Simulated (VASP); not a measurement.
A run of VASP 6.6.1 is set up as follows.

File INCAR:

```
SYSTEM = TiPd
PREC = Accurate
ENCUT = 520
EDIFF = 1E-7
ISMEAR = 0
SIGMA = 0.15
LREAL = .FALSE.
LASPH = .TRUE.
NELM = 100
ALGO = Normal
ISIF = 2
LWAVE = .FALSE.
LCHARG = .FALSE.
GGA = CA
NBANDS = 18
```

Contents of KPOINTS:

```
Automatic mesh
0
G
  16 16 16
  0 0 0
```

The input POSCAR:

```
TiPd
1.0
    3.1800000000      0.0000000000      0.0000000000
    0.0000000000      3.1800000000      0.0000000000
    0.0000000000      0.0000000000      3.1800000000
Ti Pd
1 1
Direct
    0.5000000000      0.5000000000      0.5000000000
    0.0000000000      0.0000000000      0.0000000000
```

Potentials or basis: VASP PAW LDA potentials, release 64 (Ti_sv, Pd).

The run is started by

```console
$ cat potpaw_LDA.64/Ti_sv/POTCAR potpaw_LDA.64/Pd/POTCAR > POTCAR
$ mpirun -np 1 vasp_std > vasp.out
```

Predict the pressure.

-11.3 GPa.

What does it give for the band gap on the k mesh?

None (metal or under the smearing width).
